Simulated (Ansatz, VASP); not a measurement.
## Cross-check of ZrTeSe (1T-ZrSeTe monolayer) between VASP and Ansatz

Aim: how closely do two programs agree when they are given the same cell, functional and k mesh? The structure shown is the start of the Ansatz relaxation below; VASP solves that cell, so the two are compared at the walk's first step.

Program: Ansatz 0.2.0. Level of theory: plane waves, with VASP 6.6.1 beside it; single point at PBE with D3(BJ). Results are calculated unless marked as measured.

## 1. The starting structure

The cell holds 3 atoms: 1 Te, 1 Zr and 1 Se. Its edges and angles: a = 3.885 Å, b = 3.885 Å, c = 38.222 Å, α = 90.0°, β = 90.0°, γ = 120.0°. Vacuum lies along c.

## 2. Ansatz: relaxation, PBE with D3(BJ)

Ansatz runs on its default PAW (the set named soft_2) files.

The two programs are compared at the cell with which this relaxation starts, whose forces are those of its first step.

The input, input.yaml:

```yaml
crystal:
  lattice:
    - [3.885, 0.0, 0.0]
    - [-1.9425, 3.3645086937, 0.0]
    - [0.0, 0.0, 38.2219849649]
  atoms:
    - { symbol: Te, position: [0.6666666667, 0.3333333333, 0.4526190886] }
    - { symbol: Zr, position: [0.0, 0.0, 0.5037510983] }
    - { symbol: Se, position: [0.3333333333, 0.6666666667, 0.5473809114] }
  periodic: [true, true, false]
kpoints:
  mp_grid: { grid: [12, 12, 1] }
hamiltonian:
  xc: pbe
  dispersion: d3bj
scf:
  occupations: { method: fermi_dirac, width: 0.05 }
  convergence: { dr2_threshold: 1.0e-09 }
relax:
  f_tol: 0.004
  max_steps: 90
  cell: {}
output:
  write_potential: true
  write_density: true
  volumetric_format: npy
```

Launch:

```console
$ ansatz run input.yaml --threads 4 --pin off --max-ram 6144MiB --backend cpu --events-out ev --progress --plain --runs-dir out
```

Numbers of over 12 decimals in the logs are rounded to 6 here.

The log of the run:

```text
Warning: relax.cell: scf.convergence.dr2_threshold = 1e-9 eV is looser than the 1.61674103505e-10 eV advised for a relaxation that steers and ends on the stress (1e-10 eV for each atom of the cell: 3, times the square of relax.cell.stress_2d_tol = 0.05 N/m over 13.6 Å (the atoms' height at the walk's start and 5 Å past either face), 3.671e-2 GPa, over a crystal's default 0.05). What an SCF threshold leaves in a stress goes as its square root, and in the free energy as the threshold itself, and one threshold admits the most on a small cell: [figures from the program's tests cut] Set scf.convergence.dr2_threshold to 1.61674103505e-10 eV or tighter. [rest of the remark cut]
Engine: ansatz 0.2.0, x86_64-unknown-linux-gnu
Pseudopotentials: kind: paw
Pseudopotential: Te, paw, valence charge 16, recommended cutoff 420 eV (normal), Te.paw.azcp
Pseudopotential: Zr, paw, valence charge 12, recommended cutoff 420 eV (normal), Zr.paw.azcp
Pseudopotential: Se, paw, valence charge 16, recommended cutoff 420 eV (normal), Se.paw.azcp
Functional definition: PBE
  parameter kappa = 0.804
  parameter beta = 0.066725
  exchange = pbe_x(kappa = kappa, mu = beta*pi^2/3)
  correlation = pbe_c(beta = beta)
Crystal: 3 atoms, lattice volume = 499.604 Å³
Basis set: ecut = 420 eV, 9895 PW (Γ), exchange–correlation on 54×54×512 points (8 copies of the dense FFT grid, shifted against one another)
Bands: 27, of which v1, the nominal top of the filled ones, is band 22 counted from 1 (21 counted from 0)
Symmetry: 6 space group operations
Space group: P3m1 (ITA 156), of the structure as read, at distance tolerance 7.9e-5 Å
k-points: 19 of 144 (time reversal used)
Non-local potential: Te, projectors of the file, l = 0: 2, l = 1: 2, l = 2: 2, l = 3: 2
Non-local potential: Zr, projectors of the file, l = 0: 3, l = 1: 2, l = 2: 2, l = 3: 2
Non-local potential: Se, projectors of the file, l = 0: 2, l = 1: 2, l = 2: 3, l = 3: 1
PAW form: soft (Blöchl's): semilocal exchange-correlation on the pseudo side does not see the compensation charge
PAW one-centre angular grid: Te, 590 points (default); XC on 64 Gauss nodes
PAW one-centre angular grid: Zr, 590 points (default); XC on 64 Gauss nodes
PAW one-centre angular grid: Se, 590 points (default); XC on 64 Gauss nodes
Initial density: superposition of atomic densities (neutral atoms: chi_scale 0, normalization atom), corrected by the library's trained network
Initial wavefunctions: pseudopotential atomic-orbital guess
Functional: x = pbe(κ = 0.804, μ = 0.219515), c = pbe(β = 0.066725)
SCF iter   1: F=—  HF=-16636.952592 eV  |F-HF|=—  |Δ(HF+E_count)|=         —  Δρ=1.24e-3  dr2=1.06e-1  ethr=1.77e-3  ⟨swp⟩=12.7  Hψ=3346  notcnv=0
preconditioner: auto → LDOS  [metal: Δε(μ)=0.034 eV  Ē_g=6.932 eV  σ=0.050 eV  W_gap=0.17  n_scr=22 (ndim 8)  ℏωp=6.6 eV  f_vac=0.801  D(μ)=1.07/eV (n_scr^D=6)  β→1.0]
SCF iter   2: F=—  HF=-16636.957802 eV  |F-HF|=—  |Δ(HF+E_count)|=   5.21e-3  Δρ=1.46e-3  dr2=1.34e-1  ethr=2.40e-4  ⟨swp⟩=4.3  Hψ=1147  notcnv=0  defer=1
SCF iter   3: F=—  HF=-16636.944474 eV  |F-HF|=—  |Δ(HF+E_count)|=   1.33e-2  Δρ=4.30e-4  dr2=6.30e-3  ethr=2.40e-4  ⟨swp⟩=2.7  Hψ=697  notcnv=0  defer=1
SCF iter   4: F=—  HF=-16636.944373 eV  |F-HF|=—  |Δ(HF+E_count)|=   1.01e-4  Δρ=1.63e-4  dr2=2.44e-4  ethr=1.43e-5  ⟨swp⟩=3.3  Hψ=904  notcnv=0  defer=1
SCF iter   5: F=—  HF=-16636.944334 eV  |F-HF|=—  |Δ(HF+E_count)|=   3.87e-5  Δρ=3.27e-5  dr2=5.64e-6  ethr=5.54e-7  ⟨swp⟩=3.0  Hψ=947  notcnv=0  defer=1
SCF iter   6: F=—  HF=-16636.944337 eV  |F-HF|=—  |Δ(HF+E_count)|=   2.68e-6  Δρ=1.22e-5  dr2=1.38e-6  ethr=1.28e-8  ⟨swp⟩=3.6  Hψ=1104  notcnv=0  defer=1
SCF iter   7: F=—  HF=-16636.944417 eV  |F-HF|=—  |Δ(HF+E_count)|=   8.02e-5  Δρ=3.54e-6  dr2=6.78e-8  ethr=3.13e-9  ⟨swp⟩=3.2  Hψ=1111  notcnv=0  defer=1
SCF iter   8: F=—  HF=-16636.944417 eV  |F-HF|=—  |Δ(HF+E_count)|=   2.05e-7  Δρ=1.10e-6  dr2=1.21e-8  ethr=1.54e-10  ⟨swp⟩=3.2  Hψ=1053  notcnv=0  defer=1
SCF iter   9: F=-16636.944417 eV  HF=-16636.944417 eV  |F-HF|=5.67e-9  |Δ(HF+E_count)|=   9.06e-9  Δρ=2.79e-7  dr2=5.87e-10  ethr=2.27e-12  ⟨swp⟩=9.5  Hψ=3882  notcnv=0
SCF 1 converged in 9 iterations: F = -16636.944417 eV  dr2 = 5.87e-10
  greatest PAW one-centre occupation: 1.000 electrons in one spin orbital (limit 2), on the Se atom at site 2 (counted from 0), in its partial waves of l = 2
[...]
Crystal: 3 atoms, lattice volume = 486.176 Å³
Basis set: ecut = 420 eV, 9475 PW (Γ), exchange–correlation on 54×54×512 points (8 copies of the dense FFT grid, shifted against one another)
iter 1 solved again at ethr=1.52e-6 eV; its pass at ethr=3.10e-3 eV (dr2=6.68e-4 eV) is discarded
SCF iter   1: F=—  HF=-16637.128019 eV  |F-HF|=—  |Δ(HF+E_count)|=         —  Δρ=1.51e-4  dr2=6.87e-4  ethr=1.52e-6  ⟨swp⟩=3.2  Hψ=3308  notcnv=0
preconditioner: auto → LDOS  [metal: Δε(μ)=0.042 eV  Ē_g=7.348 eV  σ=0.050 eV  W_gap=0.20  n_scr=22 (ndim 8)  ℏωp=6.7 eV  f_vac=0.805  D(μ)=1.00/eV (n_scr^D=6)  β→1.0]
SCF iter   2: F=—  HF=-16637.128088 eV  |F-HF|=—  |Δ(HF+E_count)|=   6.85e-5  Δρ=1.72e-4  dr2=1.34e-3  ethr=1.52e-6  ⟨swp⟩=2.4  Hψ=757  notcnv=0
SCF iter   3: F=—  HF=-16637.127945 eV  |F-HF|=—  |Δ(HF+E_count)|=   1.42e-4  Δρ=2.49e-5  dr2=6.38e-6  ethr=1.52e-6  ⟨swp⟩=2.4  Hψ=648  notcnv=0
SCF iter   4: F=—  HF=-16637.127954 eV  |F-HF|=—  |Δ(HF+E_count)|=   8.95e-6  Δρ=7.94e-6  dr2=5.24e-7  ethr=1.45e-8  ⟨swp⟩=3.5  Hψ=1033  notcnv=0
SCF iter   5: F=—  HF=-16637.128038 eV  |F-HF|=—  |Δ(HF+E_count)|=   8.34e-5  Δρ=2.03e-6  dr2=2.92e-8  ethr=1.19e-9  ⟨swp⟩=3.9  Hψ=1157  notcnv=0
SCF iter   6: F=—  HF=-16637.128038 eV  |F-HF|=—  |Δ(HF+E_count)|=   1.01e-7  Δρ=6.44e-7  dr2=2.31e-9  ethr=6.65e-11  ⟨swp⟩=3.7  Hψ=1157  notcnv=0
SCF iter   7: F=-16637.128038 eV  HF=-16637.128038 eV  |F-HF|=5.42e-9  |Δ(HF+E_count)|=   1.10e-8  Δρ=2.53e-7  dr2=2.85e-10  ethr=2.27e-12  ⟨swp⟩=11.3  Hψ=3472  notcnv=0
SCF 5 converged in 7 iterations: F = -16637.128038 eV  dr2 = 2.85e-10
relax step   5: F+E_penalty+E_count = -16637.12803789 eV  Δ(F+E_penalty+E_count) = -5.736e-4 eV  max|allowed force component| = 8.509e-3 eV/Å  Δτ_max = 0.0033 Å  P = -0.097 N/m  Ω = 486.176 Å³  energy of the carried Pulay correction = +2.576e-4 eV  fix = [c, alpha, beta]  reactions: c -0.000 N/m  (7 SCF iters, accepted)
[...]
relax step   6: F+E_penalty+E_count = -16637.12816446 eV  Δ(F+E_penalty+E_count) = -1.266e-4 eV  max|allowed force component| = 4.220e-4 eV/Å  Δτ_max = 0.0022 Å  P = -0.001 N/m  Ω = 484.748 Å³  energy of the carried Pulay correction = +2.854e-4 eV  fix = [c, alpha, beta]  reactions: c -0.000 N/m  (6 SCF iters, accepted)
[...]
relax step   7: F+E_penalty+E_count = -16637.12785887 eV  Δ(F+E_penalty+E_count) = +3.056e-4 eV  max|allowed force component| = 5.317e-4 eV/Å  Δτ_max = 0.0000 Å  P = -0.000 N/m  Ω = 484.748 Å³  fix = [c, alpha, beta]  reactions: c -0.000 N/m  stress off target by 1.10e-4 N/m on what of the cell is left free  SCF on the basis re-selected at this cell (its energy is not comparable with the rows above)  (4 SCF iters)
basis re-selected at this cell: Δ(F+E_penalty+E_count) = +3.056e-4 eV, ΔP = +0.001 N/m vs the last step (what re-selecting the basis moved, of the pressure what is left beyond the Pulay correction that the steps carried, after the strain that the cell walked since its last selection, with what the two solves' SCF thresholds leave and, on support functions, any second-order correction that the steps lacked; it is no m [...]
SCF converged after 4 iterations
Free energy (F): -16637.127859 eV
Harris-Foulkes:  -16637.127859 eV  (|F-HF|=1.43e-9)
Internal energy: -16637.120223 eV  (E = F + TS)
E sigma→0 (E₀):  -16637.124041 eV
Entropy (-TS):   -0.007635 eV (-2.545 meV/atom)
Fermi energy:    -4.895752 eV
--- Per-component energies (eV) ---
  E_band       = -1396.925816
  E_kinetic    = 632.010158
  E_local      = -111925.185785  (includes V_loc(G=0)·N_el)
  E_nonlocal   = -827.329276
  E_hartree    = 55679.096429
  E_xc         = -390.798830
  E_vxc        = -393.990207  (∫ρ·V_xc dr)
  E_paw        = -9527.165124  (= ΣΔE_a)
  E_vpaw       = -240.620043  (= ΣTr[D̂ρ^β])
  E_aug_tail   = -0.000742  (compensation charges beyond the density's cutoff)
  E_ewald      = 49723.153864
  E_disp       = -0.900918  (pairwise vdW)
  E_smearing   = -0.007635  (= −TS)
  E_closure    = 0.000000  (closes the sum)
  Σ components = -16637.127859   (vs F -16637.127859, Δ=0.00e0)
--- Forces (eV/Å), atoms counted from 1 ---
  atom   1  Te    -0.00000000     0.00000000    -0.00053131
  atom   2  Zr    -0.00000000    -0.00000000     0.00021880
  atom   3  Se     0.00000000    -0.00000000     0.00031371
  max |Σ_I F_I| component: 1.20e-6 eV/Å
--- 2D stress c σ (N/m, compression-positive) ---
       -0.000110       0.000000       0.000000
        0.000000      -0.000110      -0.000000
        0.000000      -0.000000      -0.000000
  P = ½ c Tr σ = -0.0001 N/m
--- Band table (eV; the first three rows and the last of 19) ---
  k-point 0: bands = [... 18 lower, -7.5846, -6.5934, -4.5375, -4.5375, -4.1572, -4.1572, -3.7700, -1.0426, ... 1 higher]
  k-point 1: bands = [... 18 lower, -7.5632, -6.4003, -5.2862, -4.9302, -4.0691, -3.7530, -3.5151, -1.3794, ... 1 higher]
  k-point 2: bands = [... 18 lower, -7.5200, -6.5194, -6.0574, -5.3674, -4.2316, -3.3009, -3.2225, -1.8094, ... 1 higher]
  k-point 18: bands = [... 18 lower, -8.5076, -7.4496, -7.3981, -7.1195, -3.3188, -3.1222, -3.0326, -1.3423, ... 1 higher]
  the weakly bound empty levels are not read free of the cell's end (no_gap_told)
--- Relaxed structure (6 steps of the walk, 6 accepted, 1 SCFs on fresh bases) ---
  F+E_penalty+E_count = -16637.12785887 eV   max|allowed force component| = 5.317e-4 eV/Å   (the final SCF, on the basis selected at the relaxed cell)
  cell:  # Å, volume = 484.7484 Å³
    - [3.826804, -4.307349828856483e-18, 0]
    - [-1.913402, 3.314110, 0]
    - [0, 0, 38.2219849649]
  atoms:
    - { symbol: Te, position: [0.666667, 0.333333, 0.454920] }
    - { symbol: Zr, position: [7.213146974585996e-19, 0, 0.504742] }
    - { symbol: Se, position: [0.333333, 0.666667, 0.544090] }
```

## 3. VASP: single point, PBE with D3(BJ), start cell

The same cell, functional, mesh and smearing now go to VASP, with its own data sets.

Lines of VASP's logs that name or quote its potential files are left out, and so is its time.

The input, INCAR:

```
SYSTEM = ZrTeSe
PREC = Accurate
ENCUT = 400
EDIFF = 1E-06
NELM = 120
ISMEAR = -1
SIGMA = 0.05
LREAL = .FALSE.
ALGO = Normal
GGA = PE
IVDW = 12
NBANDS = 18
LASPH = .TRUE.
LORBIT = 11
LWAVE = .FALSE.
LCHARG = .FALSE.
ISIF = 2
LDIPOL = .TRUE.
IDIPOL = 3
DIPOL = 0.5 0.5 0.501
LVHAR = .TRUE.
GGA_COMPAT = .FALSE.
NELMDL = -8
```

The input, POSCAR:

```
ZrTeSe
1.0
    3.8850000000      0.0000000000      0.0000000000
   -1.9425000000      3.3645090000      0.0000000000
    0.0000000000      0.0000000000     38.2219850000
Te Zr Se
1 1 1
Direct
    0.6666666667      0.3333333333      0.4526190882
    0.0000000000      1.0000000000      0.5037511003
    0.3333333334      0.6666666666      0.5473809118
```

The input, KPOINTS:

```
Automatic mesh
0
Gamma
12 12 1
0 0 0
```

The projector-augmented-wave data sets are Te, Zr_sv and Se (PBE family, release 64).

Launch:

```console
$ mpirun -np 1 vasp_std
```

The log of the run:

```text
[banner, memory and clock lines left out]
running    1 mpi-ranks, on    1 nodes
 distrk:  each k-point on    1 cores,    1 groups
 distr:  one band on    1 cores,    1 groups

 POSCAR found type information on POSCAR TeZrSe
 POSCAR found :  3 types and       3 ions
 LDA part: xc-table for (Slater+PW92), standard interpolation
 POSCAR, INCAR and KPOINTS ok, starting setup
 FFT: planning ... GRIDC
 FFT: planning ... GRID_SOFT
 FFT: planning ... GRID
 WAVECAR not read
 entering main loop
       N       E                     dE             d eps       ncg     rms          rms(c)
DAV:   1     0.132190589289E+03    0.13219E+03   -0.84552E+03   940   0.743E+02
DAV:   2    -0.212764745764E+01   -0.13432E+03   -0.13051E+03   974   0.172E+02
DAV:   3    -0.192914079576E+02   -0.17164E+02   -0.17124E+02  1258   0.561E+01
DAV:   4    -0.199330395577E+02   -0.64163E+00   -0.64056E+00  1030   0.922E+00
DAV:   5    -0.199483080207E+02   -0.15268E-01   -0.15254E-01  1128   0.162E+00
DAV:   6    -0.199485725869E+02   -0.26457E-03   -0.26446E-03  1032   0.194E-01
DAV:   7    -0.199485787109E+02   -0.61240E-05   -0.61228E-05  1054   0.270E-02
DAV:   8    -0.199485789288E+02   -0.21784E-06   -0.21775E-06   918   0.416E-03    0.108E+01
DAV:   9    -0.185201366523E+02    0.14284E+01   -0.71355E+00   810   0.126E+01    0.540E+00
DAV:  10    -0.184224032423E+02    0.97733E-01   -0.13598E+00   794   0.491E+00    0.235E+00
DAV:  11    -0.183863146331E+02    0.36089E-01   -0.25879E-01   886   0.254E+00    0.829E-01
DAV:  12    -0.183855483615E+02    0.76627E-03   -0.20964E-02   966   0.828E-01    0.351E-01
DAV:  13    -0.183843990051E+02    0.11494E-02   -0.29258E-03   992   0.373E-01    0.184E-01
DAV:  14    -0.183839494800E+02    0.44953E-03   -0.60201E-04  1008   0.142E-01    0.939E-02
[...]
DAV:  20    -0.183841004539E+02   -0.78899E-04   -0.43889E-06   880   0.811E-03    0.442E-03
DAV:  21    -0.183841139965E+02   -0.13543E-04   -0.20716E-07   704   0.233E-03    0.200E-03
DAV:  22    -0.183841440925E+02   -0.30096E-04   -0.14425E-06   758   0.377E-03    0.152E-03
DAV:  23    -0.183841530183E+02   -0.89259E-05   -0.15379E-07   662   0.145E-03    0.660E-04
DAV:  24    -0.183841606062E+02   -0.75879E-05   -0.20399E-07   652   0.116E-03    0.341E-04
DAV:  25    -0.183841623971E+02   -0.17909E-05   -0.19271E-08   574   0.506E-04    0.207E-04
DAV:  26    -0.183841645370E+02   -0.21399E-05   -0.46281E-08   594   0.515E-04    0.122E-04
DAV:  27    -0.183841651298E+02   -0.59274E-06   -0.89225E-09   566   0.260E-04
   1 F= -.19237569E+02 E0= -.19233521E+02  d E =-.809598E-02
```

From OUTCAR (step 3):

```text
ion  position               nearest neighbor table
   1  0.667  0.333  0.453-   2 2.98   2 2.98   2 2.98
   2  0.000  0.000  0.504-   3 2.80   3 2.80   3 2.80   1 2.98   1 2.98   1 2.98
   3  0.333  0.667  0.547-   2 2.80   2 2.80   2 2.80

  LATTYP: Found a hexagonal cell.
 ALAT       =     3.8850000000
 C/A-ratio  =     9.8383487773

 Subroutine GETGRP returns: Found  6 space group operations
 (whereof  6 operations were pure point group operations)

The static configuration has the point symmetry C_3v.

 Found     19 irreducible k-points:

   k-points           NKPTS =     19   k-points in BZ     NKDIM =     19   number of bands    NBANDS=     18

   dimension x,y,z NGX =    28 NGY =   28 NGZ =  250
   dimension x,y,z NGXF=    56 NGYF=   56 NGZF=  500

   ENCUT  =  400.0 eV  29.40 Ry    5.42 a.u.   6.34  6.34 62.33*2*pi/ulx,y,z

   NELECT =      24.0000    total number of electrons

 k-points in reciprocal lattice and weights: Automatic mesh
   0.00000000  0.00000000  0.00000000       0.007
   0.08333333 -0.00000000  0.00000000       0.042
   0.16666667  0.00000000  0.00000000       0.042
   0.25000000  0.00000000  0.00000000       0.042
   0.33333333  0.00000000  0.00000000       0.042
   0.41666667  0.00000000  0.00000000       0.042
   0.50000000  0.00000000  0.00000000       0.021
   0.08333333  0.08333333  0.00000000       0.042
   0.16666667  0.08333333  0.00000000       0.083
[...]
0.33333333  0.25000000  0.00000000       0.083
   0.33333333  0.33333333  0.00000000       0.014

 dipolmoment           0.000000      0.000000      0.025198 electrons x Angstroem

 average (electrostatic) potential at core
       1 -97.1556       2 -88.1070       3 -61.1851

 E-fermi :  -3.2478

 k-point     1 :       0.0000    0.0000    0.0000
  band No.  band energies     occupation
    ...
      6     -14.3793      2.00000
      7      -7.3671      2.00000
      8      -5.3459      2.00000
      9      -5.3459      2.00000
     10      -4.8416      2.00000
     11      -2.9275      0.00329
     12      -2.9275      0.00329
     13      -2.4152      0.00000
     14      -2.4152      0.00000
     15      -2.3414      0.00000
    ...

 k-point     2 :       0.0833   -0.0000    0.0000
  band No.  band energies     occupation
    ...
      8      -5.6404      2.00000
      9      -5.3296      2.00000
     10      -4.6261      2.00000
     11      -3.6021      1.99833
     12      -3.2401      0.92319
     13      -2.4345      0.00000
     14      -2.1018      0.00000
     15      -2.0379      0.00000
     16      -0.0451      0.00000
     17       0.2737      0.00000
    ...

 k-point     3 :       0.1667    0.0000    0.0000
  band No.  band energies     occupation
    ...
      8      -6.0607      2.00000
      9      -5.3027      2.00000
     10      -4.7456      2.00000
     11      -4.3600      2.00000
     12      -3.6372      1.99917
     13      -2.6044      0.00001
     14      -1.7386      0.00000
     15      -1.7104      0.00000
     16      -0.4157      0.00000
     17       0.2161      0.00000
    ...

 Edisp (eV)   -0.85340

  Total      -2.67047    -2.67047    -3.84662     0.00000     0.00000     0.00000
  in kB      -8.56391    -8.56391   -12.33570     0.00000     0.00000     0.00000
  external pressure =       -9.82 kB  Pullay stress =        0.00 kB

  energy-cutoff  :      400.00
  volume of cell :      499.60
      direct lattice vectors                 reciprocal lattice vectors
     3.885000000  0.000000000  0.000000000     0.257400257  0.148610094  0.000000000
    -1.942500000  3.364509000  0.000000000     0.000000000  0.297220189  0.000000000
     0.000000000  0.000000000 38.221985000     0.000000000  0.000000000  0.026162953

 POSITION                                       TOTAL-FORCE (eV/Angst)
 -----------------------------------------------------------------------------------
      1.94250      1.12150     17.30000         0.000000     -0.000000      0.744935
      0.00000      0.00000     19.25437         0.000000      0.000000      0.664920
      0.00000      2.24301     20.92199        -0.000000     -0.000000     -1.409855
 -----------------------------------------------------------------------------------
    total drift:                               -0.000000     -0.000001     -0.000371

  FREE ENERGIE OF THE ION-ELECTRON SYSTEM (eV)
  ---------------------------------------------------
  free  energy   TOTEN  =       -19.2375693003 eV

  energy  without entropy=      -19.2294733163  energy(sigma->0) =      -19.23352131

 vacuum level on the upper side and lower side of the slab         1.966         1.617

 total charge
# of ion       s       p       d       tot
------------------------------------------
    1        1.381   1.996   0.027   3.404
    2        2.156   5.984   1.422   9.562
    3        1.465   2.334   0.022   3.821
--------------------------------------------------
tot          5.001  10.313   1.471  16.786

[... 3 further parts left out ...]
```

## 4. Differences

Known differences besides the potentials themselves: Ansatz cuts the interaction across the vacuum, VASP repeats the sheet with a dipole correction; the data sets hold 44 valence electrons in Ansatz (on its default PAW (the set named soft_2) files) and 24 in VASP; the cutoff is 420 eV in Ansatz and 400 eV in VASP. Total energies have different zeros and are not compared.

Forces (eV/Å; atoms numbered as in POSCAR):

```
atom        Ansatz x, y, z          VASP x, y, z
 Te1   0.000, 0.000, 0.759   0.000, 0.000, 0.745
 Zr2   0.000, 0.000, 0.663   0.000, 0.000, 0.665
 Se3  0.000, 0.000, -1.422  0.000, 0.000, -1.410
```

The forces differ by 6.1 meV/Å r.m.s., which is 1.1 % of the r.m.s. force of 0.576 eV/Å (both taken over all components). With vacuum in the cell, a pressure given here is an average over mostly empty space and none of the material.

## 5. What came out

```json
{
 "r.m.s. force difference (single point, PBE with D3(BJ), start cell)": "1.1 % of the r.m.s. force"
}
```

**Reading.** The r.m.s. force difference is 1.1 % of the r.m.s. force (single point, PBE with D3(BJ), start cell), within the 3 % picked in this series as the mark of a large difference. The data sets hold unlike numbers of valence electrons (44 in Ansatz and 24 in VASP), so part of the differences comes from the potentials. 1 further run of this series is not shown here. Such differences can come from data sets, numerical settings and the points named under the comparisons, not from the functional's error against experiment.

[Lines on the potential files, build, host, timing and source positions are cut from VASP's logs without a mark.]

[Logs are printed without paths, hosts, clocks, repeated set-up lines and the standing remarks that a program may print on its own settings, such as how far it seeks lower states.]

[Hosts, paths, dates, database ids (printed as entryN), source tags and the programs' standing remarks are cut or masked in the printed files.]
